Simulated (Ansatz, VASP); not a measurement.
# Rh in two plane-wave programs, part 2 of 2

Aim: how closely do two programs agree when they are given the same cell, functional and k mesh? Of the first pair: The structure shown is the start of the Ansatz relaxation below; VASP solves that cell, so the two are compared at the walk's first step.

VASP 6.6.1 and Ansatz 0.2.0.

So far: Starting point; Ansatz: relaxation, LDA; VASP: single point, LDA, start cell, pair 1.

### 4. Differences

Known differences besides the potentials themselves: Ansatz cuts the interaction across the vacuum, VASP repeats the sheet with a dipole correction; the data sets hold 85 valence electrons in Ansatz (on its PAW soft_1 files) and 75 in VASP; the cutoff is 420 eV in Ansatz and 400 eV in VASP; VASP's log shows a relativistic correction to its local exchange, Ansatz's none. Total energies have different zeros and are not compared.

At this near-relaxed geometry the largest component of a force difference is 36 meV/Å. With vacuum in the cell, a pressure given here is an average over mostly empty space and none of the material.

### 5. Other set-ups

Further runs change the set-up of one program: Ansatz's method, potentials or start, or VASP's data sets, cutoff or form of LDA. The table gives that difference for each run.

```
                                                    run  r.m.s. force difference (meV/Å)
                                               as above                               13
VASP with the data sets Rh_sv_GW and a cutoff of 460 eV                               14
```

### 6. Ansatz: relaxation, LDA

This run makes the geometry at which the two programs are then compared.

The structure compared here is the end of the Ansatz relaxation.

Input file input.yaml:

```yaml
crystal:
  lattice:
    - [1.8529102539, 1.8529102539, 0.0]
    - [-1.8529102539, 1.8529102539, 0.0]
    - [0.0, 0.0, 38.9999984]
  atoms:
    - { symbol: Rh, position: [0.0, 0.0, 0.1684903228] }
    - { symbol: Rh, position: [0.5, 0.5, 0.2151196843] }
    - { symbol: Rh, position: [0.0, 0.0, 0.2641025749] }
    - { symbol: Rh, position: [0.5, 0.5, 0.3130854655] }
    - { symbol: Rh, position: [0.0, 0.0, 0.3597148271] }
  periodic: [true, true, false]
kpoints:
  mp_grid: { grid: [16, 16, 1] }
hamiltonian:
  xc: lda
  pseudopotentials: { kind: paw, azcp: { folder: soft_1 }, xc_functional: pbe }
scf:
  occupations: { method: methfessel_paxton, width: 0.2 }
output:
  forces: true
  stress: true
  eigenvalues: true
  write_density: true
  write_potential: true
  elf: true
  volumetric_format: npy
relax:
  adjacent_minimum: "off"
  f_tol: 0.001
  max_steps: 60
  cell: { stress_2d_tol: 0.002 }
```

Command:

```sh
ansatz run input.yaml --threads 8 --pin off --max-ram 16384MiB --backend cpu --events-out ev --progress --plain --runs-dir out
```

Numbers of over 12 decimals in the logs are rounded to 6 here.

What it wrote:

```text
[...]
Crystal: 5 atoms, lattice volume = 267.796 Å³
Basis set: ecut = 420 eV, 5271 PW (Γ)
Bands: 51, of which v1, the nominal top of the filled ones, is band 43 counted from 1 (42 counted from 0)
Symmetry: 16 space group operations
[...]
k-points: 45 of 256
[...]
--- Relaxed structure (5 steps of the walk, 5 accepted, 2 SCFs on fresh bases) ---
[...]
cell:  # Å, volume = 267.2342 Å³
    - [1.850967, 1.850967, 0.0]
    - [-1.850967, 1.850967, 0.0]
    - [0.0, 0.0, 38.9999984]
  atoms:
    - { symbol: Rh, position: [0, 0, 0.168310] }
    - { symbol: Rh, position: [0.5, 0.5, 0.215008] }
    - { symbol: Rh, position: [0, 0, 0.264103] }
    - { symbol: Rh, position: [0.5, 0.5, 0.313197] }
    - { symbol: Rh, position: [0, 0, 0.359895] }
[key lines of the parts left out:]
SCF converged after 13 iterations
Free energy (F): -31390.791709 eV
Fermi energy:    -5.504082 eV
P = ½ c Tr σ = -0.0000 N/m
```

### 7. VASP: single point, LDA, relaxed cell, pair 2

The same cell, functional (in two slightly different forms), mesh and smearing now go to VASP, with its own data sets.

Input file INCAR:

```
SYSTEM = Rh
PREC = Accurate
ENCUT = 400
EDIFF = 1E-06
NELM = 120
ISMEAR = 1
SIGMA = 0.2
LREAL = .FALSE.
ALGO = Normal
GGA = PW92
NBANDS = 46
LASPH = .TRUE.
LORBIT = 11
LWAVE = .FALSE.
LCHARG = .FALSE.
ISIF = 2
LDIPOL = .TRUE.
IDIPOL = 3
DIPOL = 0.5 0.5 0.264
LVHAR = .TRUE.
GGA_COMPAT = .FALSE.
NELMDL = -8
KPAR = 2
```

Input file POSCAR:

```
Rh
1.0
    1.8509673128      1.8509673128      0.0000000000
   -1.8509673128      1.8509673128      0.0000000000
    0.0000000000      0.0000000000     38.9999984000
Rh
5
Direct
    0.0000000000      0.0000000000      0.1683103118
    0.5000000000      0.5000000000      0.2150083376
    0.0000000000      0.0000000000      0.2641025749
    0.5000000000      0.5000000000      0.3131968122
    0.0000000000      0.0000000000      0.3598948380
```

Input file KPOINTS:

```
Automatic mesh
0
Gamma
16 16 1
0 0 0
```

The projector-augmented-wave data sets are Rh_pv (LDA family, release 64).

Command:

```sh
mpirun -np 2 vasp_std
```

What it wrote:

```text
[banner, memory and clock lines left out]
running    2 mpi-ranks, on    1 nodes
[...]
[... a notice as in an earlier step ...]

 LDA part: xc-table for (Slater(with rela. corr.)+PW92), standard interpolation
 POSCAR, INCAR and KPOINTS ok, starting setup
[...]
entering main loop
       N       E                     dE             d eps       ncg     rms          rms(c)
DAV:   1     0.599591323610E+03    0.59959E+03   -0.43146E+04  5564   0.121E+03
DAV:   2    -0.262674176275E+02   -0.62586E+03   -0.61031E+03  4744   0.389E+02
DAV:   3    -0.430372295626E+02   -0.16770E+02   -0.15954E+02  4502   0.675E+01
DAV:   4    -0.433625843995E+02   -0.32535E+00   -0.32416E+00  5204   0.901E+00
[...]
DAV:  26    -0.407828134482E+02   -0.28457E-05   -0.66393E-08  2602   0.712E-04    0.156E-04
DAV:  27    -0.407828151326E+02   -0.16844E-05   -0.73677E-08  2572   0.552E-04    0.118E-04
DAV:  28    -0.407828156340E+02   -0.50142E-06   -0.18116E-08  2628   0.331E-04
   1 F= -.40782816E+02 E0= -.40784583E+02  d E =0.530230E-02
```

Parts of OUTCAR (step 7):

```text
  Total       -0.3405311     -0.3405311     -0.3501444      0.0000000      0.0000000     -0.0000000
  in kB       -2.0416219     -2.0416219     -2.0992575      0.0000000      0.0000000     -0.0000000
  external PRESSURE =      -2.0608337 kB  Pullay stress =       0.0000000 kB

 POSITION                                       TOTAL-FORCE (eV/Angst)
 -----------------------------------------------------------------------------------
      0.00000      0.00000      6.56410        -0.000000     -0.000000     -0.035930
      0.00000      1.85097      8.38532        -0.000000     -0.000000      0.008701
      0.00000      0.00000     10.30000        -0.000000      0.000000     -0.000000
      0.00000      1.85097     12.21468         0.000000      0.000000     -0.008701
      0.00000      0.00000     14.03590        -0.000000      0.000000      0.035930
 -----------------------------------------------------------------------------------
    total drift:                               -0.000000      0.000000     -0.000532

  FREE ENERGIE OF THE ION-ELECTRON SYSTEM (eV)
  ---------------------------------------------------
  free  energy   TOTEN  =       -40.7828156340 eV

  energy  without entropy=      -40.7881179352  energy(sigma->0) =      -40.78458307

[... 1 part as in an earlier step ...]

[... 2 further parts left out ...]
[key lines of the parts left out:]
E-fermi :  -1.0412
```

The run ends at a pressure of -0.21 GPa, with forces up to 0.036 eV/Å.

### 8. Side by side

What differs besides the data sets and the points named for the pairs above, as far as they apply: the data sets hold 85 valence electrons in Ansatz (on its PAW soft_1 files) and 75 in VASP. Total energies have different zeros and are not compared.

At this near-relaxed geometry the largest component of a force difference is 36 meV/Å. With vacuum in the cell, a pressure given here is an average over mostly empty space and none of the material.

### 9. Summary of results

```
r.m.s. force difference (single point, LDA, start cell, pair 1)   : 13 meV/Å
r.m.s. force difference (single point, LDA, relaxed cell, pair 2) : 14 meV/Å
```

**Reading.** The r.m.s. force difference is 14 meV/Å (single point, LDA, relaxed cell, pair 2), beyond the 12 meV/Å picked in this series as the mark of a large difference. The data sets hold unlike numbers of valence electrons (85 in Ansatz and 75 in VASP), so part of the differences comes from the potentials. For single point, LDA, start cell, pair 1, no further run moves any of the tabulated differences by more than a quarter of its size. What causes the difference of the single point, LDA, relaxed cell, pair 2 pair stays open here. Such differences can come from data sets, numerical settings and the points named under the comparisons, not from the functional's error against experiment.

[Lines on the potential files, build, host, timing and source positions are cut from VASP's logs without a mark.]

[Logs are printed without paths, hosts, clocks, repeated set-up lines and the standing remarks that a program may print on its own settings, such as how far it seeks lower states.]

[Hosts, paths, dates, database ids (printed as entryN), source tags and the programs' standing remarks are cut or masked in the printed files.]
